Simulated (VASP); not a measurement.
## SnO2 (Cassiterite): X-ray absorption with a core hole

Aim: an X-ray absorption edge of SnO2 (Cassiterite) by the supercell core-hole method. The cell is of the rutile type, one of the forms listed for this formula, which need not be the common one. The start is a cell from a database of measured crystal structures.

Method: LDA; plane waves and PAW (Sn_d, O), in the first sound run; inputs show where later runs differ, in VASP 6.6.1.

### 1. The host crystal

It takes space group P4_2/mnm (No. 136, tetragonal). Conventional cell: a = 4.738 Å, b = 4.738 Å, c = 3.187 Å, α = 90.00°, β = 90.00°, γ = 90.00°. Nearest to Sn lie 6 O at 2.05 to 2.06 Å. O has 3 Sn at 2.05 to 2.06 Å nearest. Farther neighbours and most contacts between anions are not listed.

Coordinates:

```cif
data_structure
_symmetry_space_group_name_H-M 'P4_2/mnm'
_symmetry_Int_Tables_number 136
_cell_length_a 4.7380
_cell_length_b 4.7380
_cell_length_c 3.1865
_cell_angle_alpha 90.000
_cell_angle_beta 90.000
_cell_angle_gamma 90.000
_cell_volume 71.53
loop_
_atom_site_label
_atom_site_type_symbol
_atom_site_symmetry_multiplicity
_atom_site_Wyckoff_symbol
_atom_site_fract_x
_atom_site_fract_y
_atom_site_fract_z
_atom_site_occupancy
Sn1 Sn 2 a 0.00000 0.00000 0.00000 1
O1 O 4 f 0.30710 0.30710 0.00000 1
```

### 2. Relaxation

The atoms are relaxed first inside the given cell, which is kept (ISIF = 2), since core levels depend on the positions.

Contents of INCAR:

```
SYSTEM = SnO2
PREC = Accurate
ENCUT = 520
EDIFF = 1E-06
NELM = 100
ISMEAR = 0
SIGMA = 0.05
LREAL = .FALSE.
ALGO = Normal
GGA = CA
NBANDS = 32
LWAVE = .FALSE.
LCHARG = .FALSE.
KPAR = 8
IBRION = 2
NSW = 60
ISIF = 2
EDIFFG = -0.01
```

Contents of POSCAR:

```
SnO2
1.0
    4.7380000000      0.0000000000      0.0000000000
    0.0000000000      4.7380000000      0.0000000000
    0.0000000000      0.0000000000      3.1865000000
Sn O
2 4
Direct
    0.0000000000      0.0000000000      0.0000000000
    0.5000000000      0.5000000000      0.5000000000
    0.3071000000      0.3071000000      0.0000000000
    0.1929000000      0.8071000000      0.5000000000
    0.6929000000      0.6929000000      0.0000000000
    0.8071000000      0.1929000000      0.5000000000
```

Contents of KPOINTS:

```
Automatic mesh
0
Gamma
5 5 6
0 0 0
```

PAW data sets: Sn_d and O (PBE family, release 64).

On the command line:

```bash
mpirun -np 8 vasp_std
```

The program printed:

```text
[banner, memory and clock lines left out]
running    8 mpi-ranks, on    1 nodes
 distrk:  each k-point on    1 cores,    8 groups
 distr:  one band on    1 cores,    1 groups

 POSCAR found type information on POSCAR SnO
 POSCAR found :  2 types and       6 ions
|                                                                             |
|           W    W    AA    RRRRR   N    N  II  N    N   GGGG   !!!           |
|           W    W   A  A   R    R  NN   N  II  NN   N  G    G  !!!           |
|           W    W  A    A  R    R  N N  N  II  N N  N  G       !!!           |
|           W WW W  AAAAAA  RRRRR   N  N N  II  N  N N  G  GGG   !            |
|           WW  WW  A    A  R   R   N   NN  II  N   NN  G    G                |
|           W    W  A    A  R    R  N    N  II  N    N   GGGG   !!!           |
|                                                                             |
|     For optimal performance we recommend to set                             |
|       NCORE = 2 up to number-of-cores-per-socket                            |
|     NCORE specifies how many cores store one orbital (NPAR=cpu/NCORE).      |
|     This setting can greatly improve the performance of VASP for DFT.       |
|     The default, NCORE=1 might be grossly inefficient on modern             |
|     multi-core architectures or massively parallel machines. Do your        |
|     Unfortunately you need to use the default for GW and RPA                |
|     calculations (for HF NCORE is supported but not extensively tested      |
|     yet).                                                                   |
|                                                                             |

|                                                                             |
|               ----> ADVICE to this user running VASP <----                  |
|                                                                             |
|     You enforced a specific xc type in the INCAR file but a different       |
|     [... a line on the potential file left out ...]
|     I HOPE YOU KNOW WHAT YOU ARE DOING!                                     |
|                                                                             |

 LDA part: xc-table for (Slater(with rela. corr.)+CA(PZ))
 , standard interpolation
 POSCAR, INCAR and KPOINTS ok, starting setup
 FFT: planning ... GRIDC
 FFT: planning ... GRID_SOFT
 FFT: planning ... GRID
 WAVECAR not read
 entering main loop
       N       E                     dE             d eps       ncg     rms          rms(c)
DAV:   1     0.642755428545E+03    0.64276E+03   -0.26193E+04  1672   0.253E+03
DAV:   2     0.499988818469E+02   -0.59276E+03   -0.56637E+03  1736   0.673E+02
DAV:   3    -0.431638447765E+02   -0.93163E+02   -0.91628E+02  1728   0.221E+02
DAV:   4    -0.479936565257E+02   -0.48298E+01   -0.48079E+01  1856   0.552E+01
DAV:   5    -0.481409361329E+02   -0.14728E+00   -0.14721E+00  1896   0.998E+00    0.150E+01
DAV:   6    -0.424892543744E+02    0.56517E+01   -0.20279E+01  2440   0.693E+01    0.589E+00
DAV:   7    -0.425267893284E+02   -0.37535E-01   -0.19763E+00  1800   0.802E+00    0.314E+00
DAV:   8    -0.424559268085E+02    0.70863E-01   -0.27824E-01  2312   0.463E+00    0.718E-01
DAV:   9    -0.424399917189E+02    0.15935E-01   -0.62822E-02  2432   0.379E+00    0.136E-01
DAV:  10    -0.424401214056E+02   -0.12969E-03   -0.47539E-03  2320   0.692E-01    0.469E-02
DAV:  11    -0.424401332896E+02   -0.11884E-04   -0.22527E-04  2424   0.178E-01    0.176E-02
DAV:  12    -0.424401363064E+02   -0.30168E-05   -0.19147E-05  1864   0.286E-02    0.131E-02
DAV:  13    -0.424401344326E+02    0.18738E-05   -0.99102E-06  1976   0.397E-02    0.117E-03
DAV:  14    -0.424401344740E+02   -0.41408E-07   -0.64324E-07  1176   0.797E-03
   1 F= -.42440134E+02 E0= -.42440134E+02  d E =-.424401E+02
 curvature:   0.00 expect dE= 0.000E+00 dE for cont linesearch  0.000E+00
 trial: gam= 0.00000 g(F)=  0.658E-02 g(S)=  0.000E+00 ort = 0.000E+00 (trialstep = 0.100E+01)
 search vector abs. value=  0.658E-02
 bond charge predicted
       N       E                     dE             d eps       ncg     rms          rms(c)
DAV:   1    -0.424390247951E+02    0.11096E-02   -0.17468E+00  1696   0.754E+00    0.275E-01
DAV:   2    -0.424433453254E+02   -0.43205E-02   -0.48070E-02  1896   0.144E+00    0.111E-01
DAV:   3    -0.424431274229E+02    0.21790E-03   -0.70240E-04  1936   0.211E-01    0.685E-02
DAV:   4    -0.424430014210E+02    0.12600E-03   -0.37987E-04  2272   0.175E-01    0.112E-02
DAV:   5    -0.424430124871E+02   -0.11066E-04   -0.11877E-04  1712   0.710E-02    0.774E-03
DAV:   6    -0.424430122714E+02    0.21571E-06   -0.13130E-06  1432   0.121E-02
   2 F= -.42443012E+02 E0= -.42443012E+02  d E =-.287780E-02
 trial-energy change:   -0.002878  1 .order   -0.002890   -0.006583    0.000804
 step:   0.8903(harm=  0.8912)  dis= 0.00561  next Energy=   -42.443056 (dE=-0.292E-02)
 bond charge predicted
       N       E                     dE             d eps       ncg     rms          rms(c)
DAV:   1    -0.424430098624E+02    0.26248E-05   -0.20980E-02  1728   0.825E-01    0.296E-02
DAV:   2    -0.424430606184E+02   -0.50756E-04   -0.56553E-04  1896   0.157E-01    0.123E-02
DAV:   3    -0.424430579803E+02    0.26380E-05   -0.82761E-06  1768   0.225E-02    0.765E-03
DAV:   4    -0.424430564370E+02    0.15434E-05   -0.45001E-06  1688   0.193E-02    0.124E-03
DAV:   5    -0.424430565738E+02   -0.13682E-06   -0.14621E-06  1080   0.877E-03
   3 F= -.42443057E+02 E0= -.42443057E+02  d E =-.292210E-02
 curvature:  -0.45 expect dE=-0.259E-09 dE for cont linesearch -0.259E-09
 trial: gam=-0.00030 g(F)=  0.582E-09 g(S)=  0.000E+00 ort = 0.196E-05 (trialstep = 0.978E+00)
 search vector abs. value=  0.100E-09
 reached required accuracy - stopping structural energy minimisation
```

Elapsed: 12 s, on 8 MPI ranks of AMD EPYC 7R43, shared host; peak memory 1.4 GiB.

The logs omit lines about the potential files and the build; timing stands in the text.

OUTCAR, selected parts (step 2):

```text
ion  position               nearest neighbor table
   1  0.000  0.000  0.000-   4 2.05   6 2.05   4 2.05   6 2.05   5 2.06   3 2.06   2 3.71   2 3.71
                             2 3.71   2 3.71   2 3.71   2 3.71   2 3.71   2 3.71
   2  0.500  0.500  0.500-   3 2.05   5 2.05   3 2.05   5 2.05   4 2.06   6 2.06   1 3.71   1 3.71
                             1 3.71   1 3.71   1 3.71   1 3.71   1 3.71   1 3.71
   3  0.307  0.307  0.000-   2 2.05   2 2.05   1 2.06
   4  0.193  0.807  0.500-   1 2.05   1 2.05   2 2.06
   5  0.693  0.693  0.000-   2 2.05   2 2.05   1 2.06
   6  0.807  0.193  0.500-   1 2.05   1 2.05   2 2.06

  LATTYP: Found a simple tetragonal cell.
 ALAT       =     4.7380000000
 C/A-ratio  =     0.6725411566

 Subroutine GETGRP returns: Found 16 space group operations
 (whereof  8 operations were pure point group operations)

The static configuration has the point symmetry D_2h.
 The point group associated with its full space group is D_4h.

 Found     24 irreducible k-points:

   k-points           NKPTS =     24   k-points in BZ     NKDIM =     24   number of bands    NBANDS=     32

   dimension x,y,z NGX =    36 NGY =   36 NGZ =   24
   dimension x,y,z NGXF=    72 NGYF=   72 NGZF=   48

   ENCUT  =  520.0 eV  38.22 Ry    6.18 a.u.   8.81  8.81  5.92*2*pi/ulx,y,z

   NELECT =      52.0000    total number of electrons

 k-points in reciprocal lattice and weights: Automatic mesh
   0.00000000  0.00000000  0.00000000       0.007
   0.20000000  0.00000000  0.00000000       0.027
   0.40000000  0.00000000  0.00000000       0.027
   0.20000000  0.20000000  0.00000000       0.027
   0.40000000  0.20000000  0.00000000       0.053
   0.40000000  0.40000000  0.00000000       0.027
   0.00000000  0.00000000  0.16666667       0.013
   0.20000000  0.00000000  0.16666667       0.053
   0.40000000  0.00000000  0.16666667       0.053
[...]
0.40000000  0.20000000  0.50000000       0.053
   0.40000000  0.40000000  0.50000000       0.027

 average (electrostatic) potential at core
       1 -99.1268       2 -99.1268       3 -67.7495       4 -67.7495       5 -67.7495
       6 -67.7495

 E-fermi :   6.0305

 k-point     1 :       0.0000    0.0000    0.0000
  band No.  band energies     occupation
    ...
     22       4.5385      2.00000
     23       4.5385      2.00000
     24       4.9960      2.00000
     25       4.9960      2.00000
     26       5.8055      2.00000
     27       6.9570      0.00000
     28      11.7719      0.00000
     29      11.8875      0.00000
     30      11.8875      0.00000
     31      15.8773      0.00000
    ...

 k-point     2 :       0.2000    0.0000    0.0000
  band No.  band energies     occupation
    ...
     22       4.2769      2.00000
     23       4.5478      2.00000
     24       4.5671      2.00000
     25       5.0246      2.00000
     26       5.6029      2.00000
     27       7.8835      0.00000
     28      11.4630      0.00000
     29      12.0590      0.00000
     30      12.2237      0.00000
     31      16.2581      0.00000
    ...

 k-point     3 :       0.4000    0.0000    0.0000
  band No.  band energies     occupation
    ...
     22       4.0359      2.00000
     23       4.5694      2.00000
     24       4.5842      2.00000
     25       5.0969      2.00000
     26       5.2495      2.00000
     27       9.4034      0.00000
     28      10.7115      0.00000
     29      12.5015      0.00000
     30      12.6209      0.00000
     31      16.5453      0.00000
    ...

  Total       -0.0484023     -0.0484023      0.5134324      0.0000000      0.0000000      0.0000000
  in kB       -1.0841086     -1.0841086     11.4997878      0.0000000      0.0000000      0.0000000
  external PRESSURE =       3.1105235 kB  Pullay stress =       0.0000000 kB

  energy-cutoff  :      520.00
  volume of cell :       71.53
      direct lattice vectors                 reciprocal lattice vectors
     4.738000000  0.000000000  0.000000000     0.211059519  0.000000000  0.000000000
     0.000000000  4.738000000  0.000000000     0.000000000  0.211059519  0.000000000
     0.000000000  0.000000000  3.186500000     0.000000000  0.000000000  0.313823945

 POSITION                                       TOTAL-FORCE (eV/Angst)
 -----------------------------------------------------------------------------------
      0.00000      0.00000      0.00000         0.000000      0.000000      0.000000
      2.36900      2.36900      1.59325         0.000000      0.000000      0.000000
      1.44943      1.44943      0.00000        -0.000039     -0.000039     -0.000000
      0.91957      3.81843      1.59325         0.000039     -0.000039      0.000000
      3.28857      3.28857      0.00000         0.000039      0.000039      0.000000
      3.81843      0.91957      1.59325        -0.000039      0.000039      0.000000
 -----------------------------------------------------------------------------------
    total drift:                                0.000000      0.000000     -0.000000

  FREE ENERGIE OF THE ION-ELECTRON SYSTEM (eV)
  ---------------------------------------------------
  free  energy   TOTEN  =       -42.4430565738 eV

  energy  without entropy=      -42.4430565738  energy(sigma->0) =      -42.44305657

 reached required accuracy - stopping structural energy minimisation

[... 3 further parts left out ...]
```

The PAW data sets were made with PBE, though LDA sets exist; this is a small mismatch. The run keeps the 16 symmetry operations of its start, so it cannot find a distortion of lower symmetry.

The steps of the relaxation:

| step | energy less that of the first step (eV) | largest force (eV/Å) |
| --- | --- | --- |
| 1 | 0.0000 | 0.1847 |
| 2 | -0.0029 | 0.0226 |
| 3 | -0.0029 | 0.0001 |

The relaxed structure:

```cif
data_structure
_symmetry_space_group_name_H-M 'P 1'
_symmetry_Int_Tables_number 1
_cell_length_a 4.7380
_cell_length_b 4.7380
_cell_length_c 3.1865
_cell_angle_alpha 90.000
_cell_angle_beta 90.000
_cell_angle_gamma 90.000
_cell_volume 71.53
loop_
_atom_site_label
_atom_site_type_symbol
_atom_site_fract_x
_atom_site_fract_y
_atom_site_fract_z
_atom_site_occupancy
Sn1 Sn 0.00000 0.00000 0.00000 1
Sn2 Sn 0.50000 0.50000 0.50000 1
O3 O 0.30592 0.30592 0.00000 1
O4 O 0.19408 0.80592 0.50000 1
O5 O 0.69408 0.69408 0.00000 1
O6 O 0.80592 0.19408 0.50000 1
```

This step gave:

* free energy (TOTEN): -42.44 eV
* Fermi energy: 6.030 eV
* pressure: 0.3111 GPa

At LDA, with these data sets, the largest force is down to 5.5e-5 eV/Å.

[end of part 1 of 4]

[Lines on the potential files, build, host, timing and source positions are cut from VASP's logs without a mark.]

[Logs are printed without paths, hosts, clocks, repeated set-up lines and the standing remarks that a program may print on its own settings, such as how far it seeks lower states.]

[Hosts, paths, dates, database ids (printed as entryN), source tags and the programs' standing remarks are cut or masked in the printed files.]
